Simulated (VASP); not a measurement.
# GeRh with PBEsol: from relaxation to properties, part 4 of 5

Aim: relax GeRh, then compute properties on the relaxed cell. The start is a computed cell from the Materials Project.

VASP 6.6.1; PBEsol; plane waves and PAW (Ge_d, Rh_pv).

Still holding for the runs below: Spin-orbit coupling is off here; it would split degenerate levels.

So far. Step 5 (Band structure (PBEsol)): There is no gap at this level. Step 6 (Density of states (PBEsol)): The finer mesh and the other smearing move the Fermi level by -0.02 eV from the 5×5×5 run, a small shift, which tests the Fermi level alone. Of the states within 0.3 eV of the Fermi level, the largest shares in the PAW spheres are Rh d 75 % and Ge p 7 %. The rest lies in smaller channels or between the spheres. The relaxed cell has a = 4.838 Å (conventional setting).

### Step 7. Independent-particle dielectric function (PBEsol)

LOPTICS sums transitions from filled to empty bands. NBANDS is raised for it.

Contents of INCAR:

```
SYSTEM = GeRh
PREC = Accurate
ENCUT = 410
EDIFF = 1E-06
NELM = 100
ISMEAR = 0
SIGMA = 0.05
LREAL = .FALSE.
ALGO = Normal
GGA = PS
NBANDS = 122
LASPH = .TRUE.
LORBIT = 11
LWAVE = .FALSE.
LCHARG = .FALSE.
KPAR = 4
LOPTICS = .TRUE.
NEDOS = 1500
CSHIFT = 0.1
```

Contents of POSCAR:

```
GeRh
1.0
    4.8378848563      0.0000000000      0.0000000000
    0.0000000000      4.8378848563      0.0000000000
    0.0000000000      0.0000000000      4.8378848563
Ge Rh
4 4
Direct
    0.1612964374      0.3387035626      0.6612964374
    0.3387035626      0.6612964374      0.1612964374
    0.6612964374      0.1612964374      0.3387035626
    0.8387035626      0.8387035626      0.8387035626
    0.8674006621      0.6325993379      0.3674006621
    0.6325993379      0.3674006621      0.8674006621
    0.3674006621      0.8674006621      0.6325993379
    0.1325993379      0.1325993379      0.1325993379
```

Contents of KPOINTS:

```
Automatic mesh
0
Gamma
7 7 7
0 0 0
```

PAW data sets: Ge_d and Rh_pv (PBE family, release 64).

Launch:

```console
> mpirun -np 4 vasp_std
```

Log:

```text
[... set-up lines as in an earlier step ...]
 entering main loop
       N       E                     dE             d eps       ncg     rms          rms(c)
DAV:   1     0.134307358411E+04    0.13431E+04   -0.36989E+04  9186   0.223E+03
DAV:   2     0.156317195523E+03   -0.11868E+04   -0.10670E+04  5856   0.569E+02
DAV:   3    -0.490094517282E+02   -0.20533E+03   -0.19672E+03  6326   0.151E+02
DAV:   4    -0.583254602468E+02   -0.93160E+01   -0.92408E+01  6838   0.350E+01
DAV:   5    -0.584581748756E+02   -0.13271E+00   -0.13263E+00  6904   0.460E+00    0.226E+01
DAV:   6    -0.571227623770E+02    0.13354E+01   -0.20731E+00  6704   0.802E+00    0.803E+00
DAV:   7    -0.568166876121E+02    0.30607E+00   -0.32055E-01  7944   0.509E+00    0.610E+00
DAV:   8    -0.567141294661E+02    0.10256E+00   -0.16552E-01  7216   0.175E+00    0.599E-01
DAV:   9    -0.567111134740E+02    0.30160E-02   -0.13500E-02  8024   0.727E-01    0.205E-01
DAV:  10    -0.567110835744E+02    0.29900E-04   -0.74818E-04  6568   0.123E-01    0.713E-02
DAV:  11    -0.567110911310E+02   -0.75566E-05   -0.36946E-05  7936   0.272E-02    0.267E-02
DAV:  12    -0.567110943436E+02   -0.32125E-05   -0.63974E-06  7464   0.174E-02    0.412E-03
DAV:  13    -0.567110935832E+02    0.76037E-06   -0.37956E-07  4016   0.322E-03
   1 F= -.56711094E+02 E0= -.56709695E+02  d E =-.279780E-02
 optical routines
 imaginary and real dielectric function
 recalculating local potential from charge density
 direction            1
 direction            2
 direction            3
```

It took 56 s on 4 MPI ranks of AMD EPYC 7R43, shared host; peak memory 1.9 GiB.

Parts of OUTCAR (step 7):

```text
   k-points           NKPTS =     24   k-points in BZ     NKDIM =     24   number of bands    NBANDS=    122

   NELECT =     116.0000    total number of electrons

 E-fermi :  10.7121

 k-point     1 :       0.0000    0.0000    0.0000
  band No.  band energies     occupation
    ...
     55       9.5713      2.00000
     56       9.5713      2.00000
     57      10.5471      2.00000
     58      10.5471      2.00000
     59      10.5471      2.00000
     60      12.6215      0.00000
     61      12.6215      0.00000
     62      12.6215      0.00000
     63      14.1810      0.00000
     64      14.1810      0.00000
    ...

  Total       -0.0846067     -0.0846067     -0.0846067     -0.0000000      0.0000000      0.0000000
  in kB       -1.1971501     -1.1971501     -1.1971501     -0.0000000      0.0000000      0.0000000
  external PRESSURE =      -1.1971501 kB  Pullay stress =       0.0000000 kB

 POSITION                                       TOTAL-FORCE (eV/Angst)
 -----------------------------------------------------------------------------------
      0.78033      1.63861      3.19928         0.000091     -0.000091      0.000091
      1.63861      3.19928      0.78033        -0.000091      0.000091      0.000091
      3.19928      0.78033      1.63861         0.000091      0.000091     -0.000091
      4.05755      4.05755      4.05755        -0.000091     -0.000091     -0.000091
      4.19638      3.06044      1.77744        -0.000957      0.000957     -0.000957
      3.06044      1.77744      4.19638         0.000957     -0.000957     -0.000957
      1.77744      4.19638      3.06044        -0.000957     -0.000957      0.000957
      0.64150      0.64150      0.64150         0.000957      0.000957      0.000957
 -----------------------------------------------------------------------------------
    total drift:                               -0.000001      0.000000      0.000000

  FREE ENERGIE OF THE ION-ELECTRON SYSTEM (eV)
  ---------------------------------------------------
  free  energy   TOTEN  =       -56.7110935832 eV

  energy  without entropy=      -56.7082957836  energy(sigma->0) =      -56.70969468

 plasma frequency squared (from intraband transitions) (eV^2)
  --------------------------------------------------------------------------------------
       3.214      -0.000       0.000
      -0.000       3.214      -0.000
       0.000      -0.000       3.214

[... 8 parts as in an earlier step ...]

[... 8 further parts left out ...]
```

These are independent-particle spectra without excitons or local fields. Fine structure and low peaks depend on the mesh and on CSHIFT. The intraband (Drude) part is not in this spectrum.

Numbers from this step:

```
bands                   : 122
free energy (TOTEN)     : -56.7111 eV
energy at zero smearing : -56.7097 eV
Fermi energy            : 10.71 eV
pressure                : -0.1197 GPa
```

The imaginary dielectric function, xx has structure finer than the step of the table below, so its rows give means over 0.5 eV, whole bins alone (the curve runs from 0 to 25.0 eV). Peaks (eV: height): 0.37: 54.1, 2.10: 26.2.

Imaginary dielectric function, xx against photon energy; means over each step:

```
photon energy (eV)  imaginary dielectric function, xx
               0.5                               42.7
               1.0                               23.8
               1.5                               14.7
               2.0                               23.7
               2.5                               19.1
               3.0                               14.1
               3.5                               12.5
               4.0                               14.0
               4.5                               12.8
               5.0                               13.8
               5.5                               14.4
               6.0                               13.2
               6.5                               10.7
               7.0                               8.84
               7.5                               7.33
               8.0                               6.23
               8.5                               5.35
               9.0                               4.68
               9.5                               4.27
              10.0                               3.71
              10.5                               3.23
              11.0                               3.18
              11.5                               2.98
              12.0                               2.64
              12.5                               2.62
              13.0                               2.44
              13.5                               2.18
              14.0                               1.93
              14.5                               1.62
              15.0                               1.42
              15.5                               1.26
              16.0                               1.17
              16.5                               1.17
              17.0                               1.13
              17.5                               1.08
              18.0                               1.05
              18.5                               1.05
              19.0                              0.931
              19.5                              0.898
              20.0                              0.856
              20.5                              0.794
              21.0                              0.737
              21.5                              0.652
              22.0                              0.601
              22.5                              0.570
              23.0                              0.524
              23.5                              0.509
              24.0                              0.519
              24.5                              0.477
```

Real dielectric function, xx against photon energy:

```
photon energy (eV)  real dielectric function, xx
                 0                          73.9
                 1                          9.58
                 2                          16.2
                 3                          4.45
                 4                          5.14
                 5                          3.40
                 6                         -2.75
                 7                         -3.17
                 8                         -3.06
                 9                         -2.36
                10                         -2.23
                11                         -1.48
                12                         -1.55
                13                         -1.48
                14                         -1.45
                15                         -1.11
                16                        -0.734
                17                        -0.566
                18                        -0.409
                19                        -0.349
                20                        -0.304
                21                        -0.249
                22                        -0.118
                23                       -0.0215
                24                        0.0714
```

[end of part 4 of 5]

[Lines on the potential files, build, host, timing and source positions are cut from VASP's logs without a mark.]

[Logs are printed without paths, hosts, clocks, repeated set-up lines and the standing remarks that a program may print on its own settings, such as how far it seeks lower states.]

[Hosts, paths, dates, database ids (printed as entryN), source tags and the programs' standing remarks are cut or masked in the printed files.]

[A measured line is paired with the nearest computed mode of its activity, which favours agreement.]

[In band tables of VASP the shares of atoms and orbitals are scaled to a sum of 1 inside the atoms' spheres.]
